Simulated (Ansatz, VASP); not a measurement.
**Cross-check of Cu (Cu(311)) between VASP and Ansatz**

Aim: how closely do two programs agree when they are given the same cell, functional and k mesh? The cell is taken from a series of runs on this material, whose earlier steps may have relaxed, scaled, displaced or heated it; both programs get it as it stands.

Calculated with Ansatz 0.2.0; plane waves, with VASP 6.6.1 beside it; single point at LDA.

## 1. The structure

The cell holds 9 atoms: 9 Cu. Cell: a = 2.553 Å, b = 4.421 Å, c = 25.708 Å, α = 90.0°, β = 90.0°, γ = 106.8°. Vacuum lies along c.

## 2. Ansatz: single point, LDA

Ansatz runs on its default PAW (the set named soft_2) files.

With cell and atoms fixed, the geometry can't cause a difference; cores, projectors, grids and the points listed under the comparison can.

Input file input.yaml:

```yaml
crystal:
  lattice:
    - [2.55265548, 0.0, 0.0]
    - [-1.27632774, 4.23310022, 0.0]
    - [0.0, 0.0, 25.7076476314]
  atoms:
    - { symbol: Cu, position: [0.81818182, 0.63636364, 0.3306409097] }
    - { symbol: Cu, position: [0.09090909, 0.18181818, 0.3729806823] }
    - { symbol: Cu, position: [0.363636365, 0.72727273, 0.4153204549] }
    - { symbol: Cu, position: [0.6379194196, 0.2760753045, 0.4543962592] }
    - { symbol: Cu, position: [0.9142615573, 0.8293127555, 0.4943525851] }
    - { symbol: Cu, position: [0.1913478103, 0.3837521232, 0.5349420676] }
    - { symbol: Cu, position: [0.4654783071, 0.9325069593, 0.5733784198] }
    - { symbol: Cu, position: [0.7494851419, 0.5002058829, 0.6164390737] }
    - { symbol: Cu, position: [0.0248109349, 0.0519306004, 0.6489813615] }
kpoints:
  mp_grid: { grid: [24, 14, 1] }
hamiltonian:
  xc: lda
scf:
  occupations: { method: fermi_dirac, width: 0.05 }
  convergence: { dr2_threshold: 1.0e-09 }
  n_extra_bands: 20
efield:
  axis: 3
  dipole_correction: true
  ramp_position: 0.97
  ramp_width: 0.06
output:
  band_densities:
    - { e_range: [-0.2, 0] }
    - { e_range: [-0.7, 0] }
    - { e_range: [-1.5, 0] }
    - { e_range: [0, 0.2] }
    - { e_range: [0, 0.7] }
    - { e_range: [0, 1.5] }
    - { e_range: [-2.0, -1.8] }
    - { e_range: [-1.8, -1.6] }
    - { e_range: [-1.6, -1.4] }
    - { e_range: [-1.4, -1.2] }
    - { e_range: [-1.2, -1.0] }
    - { e_range: [-1.0, -0.8] }
    - { e_range: [-0.8, -0.6] }
    - { e_range: [-0.6, -0.4] }
    - { e_range: [-0.4, -0.2] }
    - { e_range: [0.2, 0.4] }
    - { e_range: [0.4, 0.6] }
    - { e_range: [0.6, 0.8] }
    - { e_range: [0.8, 1.0] }
    - { e_range: [1.0, 1.2] }
    - { e_range: [1.2, 1.4] }
    - { e_range: [1.4, 1.6] }
    - { e_range: [1.6, 1.8] }
    - { e_range: [1.8, 2.0] }
  band_residual_tolerance: 0.0001
  dos: { projected: true, e_range: [-5, 4] }
  write_potential: true
  write_density: true
  volumetric_format: npy
```

Launch:

```bash
$ ansatz run input.yaml --threads 4 --pin off --max-ram 6144MiB --backend cpu --events-out ev --progress --plain --runs-dir out
```

Numbers of over 12 decimals in the logs are rounded to 6 here.

The log of the run:

```text
scf.n_extra_bands = 20 over 86 filled bands (N_el = 171.0): the run solves 106 bands
Engine: ansatz 0.2.0, aarch64-unknown-linux-gnu
Pseudopotentials: kind: paw
Pseudopotential: Cu, paw, valence charge 19, recommended cutoff 420 eV (normal), Cu.paw.azcp
Functional definition: SPW92
  exchange = slater_x
  correlation = pw_c
Crystal: 9 atoms, lattice volume = 277.788 Å³
Basis set: ecut = 420 eV, 5475 PW (Γ)
Bands: 106, of which v1, the nominal top of the filled ones, is band 86 counted from 1 (85 counted from 0)
Symmetry: 1 space group operations
Space group: P1 (ITA 1), of the structure as read, at distance tolerance 6.5e-5 Å
k-points: 170 of 336 (time reversal used)
Non-local potential: Cu, projectors of the file, l = 0: 3, l = 1: 2, l = 2: 3, l = 3: 1
PAW form: soft (Blöchl's): semilocal exchange-correlation on the pseudo side does not see the compensation charge
PAW frozen core: Cu, regenerated for the run's functional, and the local potential with it (the file was generated under x = pbe(κ = 0.804, μ = 0.219515), c = pbe(β = 0.066725))
PAW one-centre angular grid: Cu, 590 points (default); XC on 64 Gauss nodes
Initial density: superposition of atomic densities (neutral atoms: chi_scale 0, normalization atom), corrected by the library's trained network
Initial wavefunctions: pseudopotential atomic-orbital guess
Functional: x = slater, c = lda
SCF iter   1: F=—  HF=-58998.496820 eV  |F-HF|=—  |Δ(HF+E_count)|=         —  Δρ=1.39e-2  dr2=3.86e-1  ethr=1.77e-3  p=-0.005 e·Å  D=-3.27e-3 V/Å  ΔV_dip=0.08 eV  dr2_dipole=2.95e-2  V_vac-E_F(+/−)=4.67/4.59 eV  ⟨swp⟩=7.6  Hψ=77425  notcnv=0  defer=1176
efield: sawtooth ramp at fractional position 0.9700 (set: `efield.ramp_position`, or a place that a band, a saddle search or an elastic batch's reference lends), width 0.0600; the density the first Hamiltonian is built on has a dipole p = -0.005 e·Å; the dipole correction subtracts the counter field D = -3.27e-3 V/Å, which shifts the + side's vacuum level by +0.08 eV against the − side's; the planar-averaged density in the ramp window peaks in size at 7.5e-6 e/Å³
preconditioner: auto → LDOS  [metal: Δε(μ)=0.002 eV  Ē_g=9.149 eV  σ=0.050 eV  W_gap=0.01  n_scr=54 (ndim 8)  ℏωp=22.2 eV  f_vac=0.591  D(μ)=3.36/eV (n_scr^D=12)  β→1.0]
SCF iter   2: F=—  HF=-58999.049504 eV  |F-HF|=—  |Δ(HF+E_count)|=   5.53e-1  Δρ=3.85e-2  dr2=2.20e0  ethr=2.25e-4  p=-0.005 e·Å  D=-3.50e-3 V/Å  ΔV_dip=0.09 eV  dr2_dipole=7.09e-4  V_vac-E_F(+/−)=4.96/4.87 eV  ⟨swp⟩=3.0  Hψ=45568  notcnv=0  defer=2124  recentre
SCF iter   3: F=—  HF=-58998.442151 eV  |F-HF|=—  |Δ(HF+E_count)|=   6.07e-1  Δρ=3.44e-3  dr2=2.26e-2  ethr=2.25e-4  p=-0.005 e·Å  D=-2.95e-3 V/Å  ΔV_dip=0.08 eV  dr2_dipole=1.56e-3  V_vac-E_F(+/−)=4.79/4.71 eV  ⟨swp⟩=3.0  Hψ=39808  notcnv=0  defer=2143
SCF iter   4: F=—  HF=-58998.438273 eV  |F-HF|=—  |Δ(HF+E_count)|=   3.88e-3  Δρ=9.76e-4  dr2=2.10e-3  ethr=1.32e-5  p=-0.004 e·Å  D=-2.55e-3 V/Å  ΔV_dip=0.07 eV  dr2_dipole=1.13e-4  V_vac-E_F(+/−)=4.82/4.75 eV  ⟨swp⟩=2.5  Hψ=28215  notcnv=0  defer=2140
SCF iter   5: F=—  HF=-58998.438009 eV  |F-HF|=—  |Δ(HF+E_count)|=   2.63e-4  Δρ=4.17e-4  dr2=3.63e-4  ethr=1.23e-6  p=-0.004 e·Å  D=-2.69e-3 V/Å  ΔV_dip=0.07 eV  dr2_dipole=6.47e-6  V_vac-E_F(+/−)=4.83/4.76 eV  ⟨swp⟩=2.2  Hψ=27170  notcnv=0  defer=2140
SCF iter   6: F=—  HF=-58998.437993 eV  |F-HF|=—  |Δ(HF+E_count)|=   1.61e-5  Δρ=1.12e-4  dr2=4.95e-5  ethr=2.12e-7  p=-0.004 e·Å  D=-2.66e-3 V/Å  ΔV_dip=0.07 eV  dr2_dipole=1.37e-6  V_vac-E_F(+/−)=4.83/4.77 eV  ⟨swp⟩=2.6  Hψ=29030  notcnv=0  defer=2140
SCF iter   7: F=—  HF=-58998.438013 eV  |F-HF|=—  |Δ(HF+E_count)|=   1.99e-5  Δρ=8.21e-5  dr2=2.58e-5  ethr=2.89e-8  p=-0.004 e·Å  D=-2.70e-3 V/Å  ΔV_dip=0.07 eV  dr2_dipole=2.88e-6  V_vac-E_F(+/−)=4.84/4.77 eV  ⟨swp⟩=2.0  Hψ=23295  notcnv=0  defer=2140
SCF iter   8: F=—  HF=-58998.438009 eV  |F-HF|=—  |Δ(HF+E_count)|=   4.57e-6  Δρ=2.96e-5  dr2=3.23e-6  ethr=1.51e-8  p=-0.004 e·Å  D=-2.71e-3 V/Å  ΔV_dip=0.07 eV  dr2_dipole=1.80e-7  V_vac-E_F(+/−)=4.84/4.77 eV  ⟨swp⟩=2.0  Hψ=22251  notcnv=0  defer=2140
SCF iter   9: F=—  HF=-58998.437978 eV  |F-HF|=—  |Δ(HF+E_count)|=   3.11e-5  Δρ=1.74e-5  dr2=6.33e-7  ethr=1.89e-9  p=-0.004 e·Å  D=-2.72e-3 V/Å  ΔV_dip=0.07 eV  dr2_dipole=2.80e-9  V_vac-E_F(+/−)=4.85/4.78 eV  ⟨swp⟩=2.0  Hψ=24732  notcnv=0  defer=2140
SCF iter  10: F=—  HF=-58998.437977 eV  |F-HF|=—  |Δ(HF+E_count)|=   7.40e-8  Δρ=1.07e-5  dr2=3.02e-7  ethr=3.70e-10  p=-0.004 e·Å  D=-2.72e-3 V/Å  ΔV_dip=0.07 eV  dr2_dipole=1.54e-8  V_vac-E_F(+/−)=4.85/4.78 eV  ⟨swp⟩=2.2  Hψ=26980  notcnv=0  defer=2140
SCF iter  11: F=—  HF=-58998.437978 eV  |F-HF|=—  |Δ(HF+E_count)|=   3.10e-7  Δρ=4.69e-6  dr2=6.53e-8  ethr=1.76e-10  p=-0.004 e·Å  D=-2.72e-3 V/Å  ΔV_dip=0.07 eV  dr2_dipole=5.68e-9  V_vac-E_F(+/−)=4.85/4.78 eV  ⟨swp⟩=1.8  Hψ=19365  notcnv=0  defer=2140
[...]
SCF converged after 13 iterations
Free energy (F): -58998.437978 eV
Harris-Foulkes:  -58998.437978 eV  (|F-HF|=6.62e-10)
Internal energy: -58998.411388 eV  (E = F + TS)
E sigma→0 (E₀):  -58998.424683 eV
Entropy (-TS):   -0.026589 eV (-2.954 meV/atom)
Fermi energy:    3.314750 eV
Dipole field:    D = -0.002715 V/Å  (p = -0.004168 e·Å, saw-weighted, corrected)
Work function:   Φ+ = 4.8478 eV   Φ− = 4.7780 eV
Levels:          The Fermi level and band energies are counted from a zero that moves with the ramp; work functions are not
--- Per-component energies (eV) ---
  E_band       = -5495.629978
  E_kinetic    = 2707.174589
  E_local      = -466675.786287  (includes V_loc(G=0)·N_el)
  E_nonlocal   = 3555.448439
  E_hartree    = 230017.802645
  E_xc         = -799.740209
  E_vxc        = -1037.191685  (∫ρ·V_xc dr)
  E_paw        = -14346.007602  (= ΣΔE_a)
  E_vpaw       = -4080.814501  (= ΣTr[D̂ρ^β])
  E_aug_tail   = 0.001968  (compensation charges beyond the density's cutoff)
  E_efield     = 0.000006  (sawtooth field / dipole correction)
  E_vefield    = -0.077667  (∫n·V_field dr)
  E_ewald      = 186538.648122
  E_core_change = 4.046941  (= ΣΔE_core)
  E_smearing   = -0.026589  (= −TS)
  E_closure    = -0.000000  (closes the sum)
  Σ components = -58998.437978   (vs F -58998.437978, Δ=0.00e0)
--- Band table (eV; the first three rows and the last of 170) ---
  k-point 0: bands = [... 82 lower, 1.7993, 1.8378, 1.8599, 2.9279, 3.0056, 4.4313, 4.9289, 5.7321, ... 16 higher]
  k-point 1: bands = [... 82 lower, 1.7978, 1.8404, 1.8610, 2.7251, 2.9954, 4.1294, 4.9285, 5.5697, ... 16 higher]
  k-point 2: bands = [... 82 lower, 1.8059, 1.8445, 1.8642, 2.2856, 3.0148, 3.5357, 4.8725, 4.9971, ... 16 higher]
  k-point 169: bands = [... 82 lower, 3.0923, 3.2676, 3.6655, 4.4218, 4.9647, 5.6588, 6.1356, 6.8090, ... 16 higher]
--- Band densities, each state counted as filled ---
  window                                       electrons  max residual (eV)  cut levels
  e_range: [-0.2, 0]                            0.654762             4.2e-6           0
  e_range: [-0.7, 0]                            2.113095             4.2e-6           0
  e_range: [-1.5, 0]                            7.041667             4.2e-6           0
  e_range: [0, 0.2]                             0.595238             3.0e-5           0
  e_range: [0, 0.7]                             1.922619             4.3e-5           0
  e_range: [0, 1.5]                             4.035714             4.8e-5           0
  e_range: [-2, -1.8]                           7.357143             2.7e-6           0
  e_range: [-1.8, -1.6]                         8.500000             2.8e-6           0
  e_range: [-1.6, -1.4]                         5.625000             2.8e-6           0
  e_range: [-1.4, -1.2]                         1.035714             2.8e-6           0
  e_range: [-1.2, -1]                           0.738095             2.8e-6           0
  e_range: [-1, -0.8]                           0.696429             2.8e-6           0
  e_range: [-0.8, -0.6]                         0.535714             2.7e-6           0
  e_range: [-0.6, -0.4]                         0.654762             2.8e-6           0
  e_range: [-0.4, -0.2]                         0.505952             2.6e-6           0
  e_range: [0.2, 0.4]                           0.547619             3.3e-5           0
  e_range: [0.4, 0.6]                           0.476190             4.3e-5           0
  e_range: [0.6, 0.8]                           0.577381             4.8e-5           0
  e_range: [0.8, 1]                             0.440476             4.8e-5           0
  e_range: [1, 1.2]                             0.660714             4.8e-5           0
  e_range: [1.2, 1.4]                           0.583333             4.5e-5           0
  e_range: [1.4, 1.6]                           0.369048             2.6e-5           0
  e_range: [1.6, 1.8]                           0.666667             4.9e-5           0
  e_range: [1.8, 2]                             0.500000             4.7e-5           0
```

(Part 1 of 2 ends here.)

[Lines on the potential files, build, host, timing and source positions are cut from VASP's logs without a mark.]

[Logs are printed without paths, hosts, clocks, repeated set-up lines and the standing remarks that a program may print on its own settings, such as how far it seeks lower states.]

[Hosts, paths, dates, database ids (printed as entryN), source tags and the programs' standing remarks are cut or masked in the printed files.]
